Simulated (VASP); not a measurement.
An input for Quantum ESPRESSO's pw.x (written as the equivalent of a VASP run, and not itself run):

```
&CONTROL
  calculation = 'vc-relax'
  pseudo_dir = './pseudo'
  outdir = './out'
  tprnfor = .true.
  tstress = .true.
  nstep = 60
  forc_conv_thr = 0.00078
/
&SYSTEM
  ibrav = 0
  nat = 3
  ntyp = 2
  ecutwfc = 84
  occupations = 'smearing'
  smearing = 'gaussian'
  degauss = 0.003675
  input_dft = 'revpbe'
/
&ELECTRONS
  conv_thr = 7.3e-08
  electron_maxstep = 100
/
&IONS
/
&CELL
/
ATOMIC_SPECIES
  Mg 24.305 Mg.upf
  I 126.904 I.upf
CELL_PARAMETERS angstrom
     2.1414242   -3.7090551   -0.0000000
     2.1414242    3.7090551    0.0000000
    -0.0000000    0.0000000    8.6967405
ATOMIC_POSITIONS crystal
  Mg   0.0000000  0.0000000  1.0000000
  I    0.3333330  0.6666670  0.1915125
  I    0.6666670  0.3333330  0.8084875
K_POINTS automatic
  6 6 3 0 0 0
```

**Question.** Write the VASP files for the same calculation (revPBE).

**Answer.** One answer among several that fit: 
File KPOINTS:
```
Automatic mesh
0
Gamma
6 6 3
0 0 0
```

File POSCAR:
```
MgI2
1
    2.1414242284    -3.7090551011    -0.0000000000
    2.1414242284     3.7090551011     0.0000000000
   -0.0000000000     0.0000000000     8.6967404612
Mg I
1 2
Direct
  0.0000000000   0.0000000000   1.0000000000
  0.3333330000   0.6666670000   0.1915125019
  0.6666670000   0.3333330000   0.8084874981
```

INCAR:
```
ALGO  =  Normal
EDIFF  =  1E-6
EDIFFG  =  -0.02
ENCUT  =  520
GGA  =  RE
IBRION  =  2
ISIF  =  3
ISMEAR  =  0
LASPH  =  .TRUE.
LCHARG  =  .FALSE.
LMAXMIX  =  4
LREAL  =  .FALSE.
LWAVE  =  .FALSE.
NELM  =  100
NSW  =  60
PREC  =  Accurate
SIGMA  =  0.05
SYSTEM  =  MgI2
```

POTCAR, in this order: Mg I (PBE.64 set). Program: vasp_std.

Limits of the translation: the potentials are each code's own (VASP's PAW set, PseudoDojo norm-conserving files in pw.x), so ENCUT and ecutwfc are chosen apart and not converted; conv_thr bounds pw.x's estimated SCF error, while EDIFF bounds the energy change between steps; forc_conv_thr acts on force components and is met together with etot_conv_thr.

The compound is MgI2 in the 1T layered structure. This run relaxes it. Symmetry was kept, so distortions that lower it aren't found. The start is the result of an earlier pass.
